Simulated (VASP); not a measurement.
# TaCuN2 (R-3m) in VASP: a series of runs, part 2 of 2

VASP 6.6.1. The steps go on from the part before.

### 4 Single point, LDA+U, collinear spin, zero start

The input, INCAR:

```
SYSTEM = TaCuN2
ALGO = Normal
EDIFF = 1E-7
ENCUT = 520
ISIF = 2
ISMEAR = 0
ISPIN = 2
LASPH = .True.
LCHARG = .True.
LDAU = .True.
LDAUJ = 0 0 0
LDAUL = 2 2 -1
LDAUPRINT = 1
LDAUTYPE = 2
LDAUU = 4 4 0
LELF = .True.
LMAXMIX = 4
LORBIT = 11
LREAL = .False.
LVHAR = .True.
LWAVE = .False.
MAGMOM = 0 0 0 0
NBANDS = 28
NELM = 150
PREC = Accurate
SIGMA = 0.05
```

The input, KPOINTS:

```
k-points
0
Gamma
  7 7 7
  0 0 0
```

The input, POSCAR:

```
TaCuN2
1.0
    1.5680006800      0.9052856200      5.8126690500
   -1.5680006800      0.9052856200      5.8126690500
    0.0000000000     -1.8105712300      5.8126690500
Ta Cu N
1 1 2
Direct
    0.5000000000      0.5000000000      0.5000000000
    0.0000000000      0.0000000000      0.0000000000
    0.1190000000      0.1190000000      0.1190000000
    0.8810000000      0.8810000000      0.8810000000
```

Potentials or basis: VASP PAW LDA potentials, release 64 (Ta_pv, Cu, N).

Command:

```
cat potpaw_LDA.64/Ta_pv/POTCAR potpaw_LDA.64/Cu/POTCAR potpaw_LDA.64/N/POTCAR > POTCAR
mpirun -np 1 vasp_std > vasp.out
```

OUTCAR:

```text
SYSTEM = TaCuN2
   EDIFF = 1E-7
   ENCUT = 520
   ISIF = 2
   ISMEAR = 0
   ISPIN = 2
   LASPH = .True.
   LORBIT = 11
   LREAL = .False.
   NELM = 150
   PREC = Accurate

 ion  position               nearest neighbor table
   1  0.500  0.500  0.500-   3 1.99   3 1.99   4 1.99   4 1.99   3 1.99   4 1.99
   2  0.000  0.000  0.000-   3 2.08   4 2.08
   3  0.119  0.119  0.119-   1 1.99   1 1.99   1 1.99   2 2.08
   4  0.881  0.881  0.881-   1 1.99   1 1.99   1 1.99   2 2.08

  LATTYP: Found a trigonal (rhomboedric) cell.
 ALAT       =     6.0881269428
 COS(alpha) =     0.8673353878

  Lattice vectors:

 A1 = (   1.5680006800,   0.9052856200,   5.8126690500)
 A2 = (  -1.5680006800,   0.9052856200,   5.8126690500)
 A3 = (   0.0000000000,  -1.8105712300,   5.8126690500)

Analysis of symmetry for initial positions (statically):
=====================================================================
 Subroutine PRICEL returns:
 Original cell was already a primitive cell.

 Routine SETGRP: Setting up the symmetry group for a
 trigonal (rhombohedral) supercell.

 Subroutine GETGRP returns: Found 12 space group operations
 (whereof 12 operations were pure point group operations)
 out of a pool of 12 trial point group operations.

The static configuration has the point symmetry D_3d.

Analysis of symmetry for dynamics (positions and initial velocities):
=====================================================================
 Subroutine PRICEL returns:
 Original cell was already a primitive cell.

 Routine SETGRP: Setting up the symmetry group for a
 trigonal (rhombohedral) supercell.

 Subroutine GETGRP returns: Found 12 space group operations
 (whereof 12 operations were pure point group operations)
[... 230 lines left out ...]

 number of electron      31.9999998 magnetization      -0.0000000

 Free energy of the ion-electron system (eV)
  ---------------------------------------------------
  ext. energy  EPLUGINS =         0.00000000
  ---------------------------------------------------
  free energy    TOTEN  =       -31.96949266 eV

  energy without entropy =      -31.96949266  energy(sigma->0) =      -31.96949266

 E-fermi :   4.9364     XC(G=0): -11.8032

 val. band max:        4.7231518904   @ k =   0.4286   0.4286   0.4286
 cond. band min:       6.0073691429   @ k =  -0.4286  -0.4286   0.2857
 fundamental gap:      1.2842172524
 Fermi energy:         4.9363909028

 spin component 1

 k-point     1 :       0.0000    0.0000    0.0000
  band No.  band energies     occupation
      1     -30.6003      1.00000
      2     -30.2781      1.00000
      3     -30.2781      1.00000
      4     -11.7945      1.00000
      5      -7.5650      1.00000
      6      -2.1250      1.00000
[... 1481 lines left out ...]
     27      17.6157      0.00000
     28      19.3033      0.00000

 [... further k-points ...]

------------------------ aborting loop because EDIFF is reached ----------------------------------------

  FORCE on cell =-STRESS in cart. coord.  units (eV):
  Direction    XX          YY          ZZ          XY          YZ          ZX
  --------------------------------------------------------------------------------------
  -------------------------------------------------------------------------------------
  Total        9.3178512      9.3178512      0.5128464      0.0000000      0.0000000      0.0000000
  in kB      301.5557659    301.5557672     16.5973656      0.0000000      0.0000000      0.0000000
  external PRESSURE =     206.5696329 kB  Pullay stress =       0.0000000 kB

 VOLUME and BASIS-vectors are now :
 -----------------------------------------------------------------------------
  energy-cutoff  :      520.00
  volume of cell :       49.51
      direct lattice vectors                 reciprocal lattice vectors
     1.568000680  0.905285620  5.812669050     0.318877413  0.184103960  0.057346002
    -1.568000680  0.905285620  5.812669050    -0.318877413  0.184103960  0.057346002
     0.000000000 -1.810571230  5.812669050     0.000000000 -0.368207919  0.057346003

 POSITION                                       TOTAL-FORCE (eV/Angst)
 -----------------------------------------------------------------------------------
      0.00000      0.00000      8.71900         0.000000     -0.000000      0.000000
      0.00000      0.00000      0.00000        -0.000000     -0.000000     -0.000000
      0.00000      0.00000      2.07512        -0.000000     -0.000000     -6.833526
      0.00000      0.00000     15.36288        -0.000000      0.000000      6.833526
 -----------------------------------------------------------------------------------
    total drift:                               -0.000000     -0.000000      0.000000

  FREE ENERGIE OF THE ION-ELECTRON SYSTEM (eV)
  ---------------------------------------------------
  free  energy   TOTEN  =       -31.9694926633 eV

  energy  without entropy=      -31.9694926633  energy(sigma->0) =      -31.96949266

 total charge

# of ion       s       p       d       tot
------------------------------------------
    1        0.396   6.435   2.218   9.049
    2        0.347   0.210   9.356   9.913
    3        1.256   2.582   0.000   3.838
    4        1.256   2.582   0.000   3.838
--------------------------------------------------
tot          3.256  11.808  11.574  26.638

 magnetization (x)

# of ion       s       p       d       tot
------------------------------------------
    1        0.000   0.000  -0.000  -0.000
    2        0.000   0.000  -0.000  -0.000
    3       -0.000   0.000   0.000   0.000
    4       -0.000   0.000   0.000   0.000
--------------------------------------------------
tot         -0.000   0.000  -0.000  -0.000
```

Wall time 12 min (1 thread of AMD EPYC 7R43 (Zen 3), shared host); peak memory 0.3 GiB.

What came out:

* Free energy: -31.9695 eV
* Pressure: 20.7 GPa
* Largest force: 6.834 eV/Å
* Band gap on the k mesh: 1.28 eV, indirect (least direct gap 1.94 eV)
* Net moment: 0.00 μB per cell
* Valence electrons inside the program's atomic spheres: Ta 9.05; Cu 9.91; N 3.84

Forces on the atoms (eV/Å):
```
Ta   0.000  0.000  0.000
Cu   0.000  0.000  0.000
N    0.000  0.000 -6.834
N    0.000  0.000  6.834
```

Levels at points of the mesh, in eV from the valence-band top:
Spin up:
```tsv
k point	band 12	band 13	band 14	band 15	band 16	band 17	band 18	band 19	band 20	band 21
(0.00, 0.00, 0.00)	-2.42	-2.42	-2.28	-0.31	-0.31	1.63	2.26	2.26	4.80	8.02
```
Spin down:
| k point | band 12 | band 13 | band 14 | band 15 | band 16 | band 17 | band 18 | band 19 | band 20 | band 21 |
| --- | --- | --- | --- | --- | --- | --- | --- | --- | --- | --- |
| (0.00, 0.00, 0.00) | -2.42 | -2.42 | -2.28 | -0.31 | -0.31 | 1.63 | 2.26 | 2.26 | 4.80 | 8.02 |

Eigenvalues of the final occupation matrices:
| site | spin | trace | eigenvalues |
| --- | --- | --- | --- |
| site 1 d | 1 | 1.14 | 0.13 0.15 0.15 0.35 0.35 |
| site 1 d | 2 | 1.14 | 0.13 0.15 0.15 0.35 0.35 |
| site 2 d | 1 | 4.69 | 0.88 0.95 0.95 0.96 0.96 |
| site 2 d | 2 | 4.69 | 0.88 0.95 0.95 0.96 0.96 |

Caveat: spin-orbit coupling is left out, which moves the levels of the heavy elements; an odd mesh through Γ misses points on the zone boundary, where band edges often lie; forces of over 1 eV/Å show positions far from the minimum, so gaps and moduli don't describe the material at rest.
